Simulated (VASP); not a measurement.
MgZnO$_{2}$ (space group P3m1): the band gap from VASP (plane waves, PAW) at several levels of theory. Gaps are without spin-orbit coupling. Each level names its cell: its own relaxed one, PBE's, or the starting one. A gap is the smallest over the k-mesh and a band path; hybrids may have named points in place of the path, and GW has the mesh alone.  mBJ is a potential without an energy functional, so only the levels count.

```csv
level,band gap (eV)
LDA (own cell),1.84
PBEsol (own cell),1.69
mBJ (TB09) (PBE cell),3.47
HSE06 (PBE cell),3.39
```

The cell of the LDA (own cell) run:

Space group P3m1 (No. 156); a = b = 3.220 Å, c = 5.073 Å, α = β = 90.00°, γ = 120.00°

| atom | site | symmetry | x | y | z |
|---|---|---|---|---|---|
| Mg | 1b | 3m. | 0.3333 | 0.6667 | 0.4970 |
| Zn | 1c | 3m. | 0.6667 | 0.3333 | 0.0033 |
| O | 1b | 3m. | 0.3333 | 0.6667 | 0.8834 |
| O | 1c | 3m. | 0.6667 | 0.3333 | 0.3883 |

Only levels that ran to the end are used. Left out are those held back, those with too coarse a band path, GW runs whose mesh misses a band edge, hybrids' fits of cells that aren't cubic and levels without matching references; a question may draw on a part of the rest.

The structure comes from a computed database's MgZnO2 entry (P3m1); how it stands against other phases isn't given here.
